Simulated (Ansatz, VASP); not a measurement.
# SrRu2 in VASP and in Ansatz

```xyz
3
Lattice="4.0975 0.0000 0.0000 -2.0488 3.5485 0.0000 0.0000 0.0000 4.9963" Properties=species:S:1:pos:R:3 pbc="T T T"
Sr    0.0000    0.0000    2.4982
Ru    0.0000    2.3657    4.9963
Ru    2.0488    1.1828    0.0000
```

Alike in both runs: functional PBE; k mesh 15 × 15 × 10; occupations gaussian, width 0.1 eV; no spin polarisation.

Ansatz relaxed the structure, and its values are those at the end. VASP's run is a single point on that final structure, the one shown.

```csv
,VASP,Ansatz
version,VASP 6.6.1,Ansatz 0.2.0
potentials or method,"VASP PAW PBE potentials, release 64 (Sr_sv, Ru_pv)","scalar-relativistic, plane waves, PAW"
plane-wave cutoff (eV),520,420
valence electrons in the cell,38,42
```

```tsv
	VASP	Ansatz	Ansatz less VASP
gap on the k mesh at the Fermi level (eV)	none	none	-
pressure (GPa)	0.2	0.0	-0.18
```

A gap of «none» marks a metal or a gap that the smearing closes. With one functional, cell and mesh, what is left measures potentials, basis and numerics. The two sets of potentials don't hold the same shells in valence.
